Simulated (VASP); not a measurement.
Energy against volume of CdS (wurtzite). Method: PBE GGA with D3 dispersion (Becke-Johnson damping), VASP's PBE PAW potentials (set 64) (plane waves; VASP). Numerical set-up: 520 eV cut-off, 6×6×4 Γ-centred mesh, Gaussian smearing of 0.050 eV, potentials Cd S.

Shape and ions are relaxed at each volume.

```csv
V (Å³/atom),E (eV/atom)
24.430,-3.36402
25.186,-3.36903
25.942,-3.36565
26.697,-3.35518
```

**Question.** Fit these four points and predict the energy of the run at 23.675 Å³/atom.

**Answer.** A cubic in V^(−2/3), the third-order Birch-Murnaghan form, passes through the four points with V0 = 25.24 Å³/atom and B0 = 59 GPa, and gives -3.3491 eV/atom there. The run gave -3.3491 eV/atom, +0.0 meV/atom from the fit; all five points give B0 = 59 GPa.

The compound is CdS in the wurtzite structure. It was relaxed first.
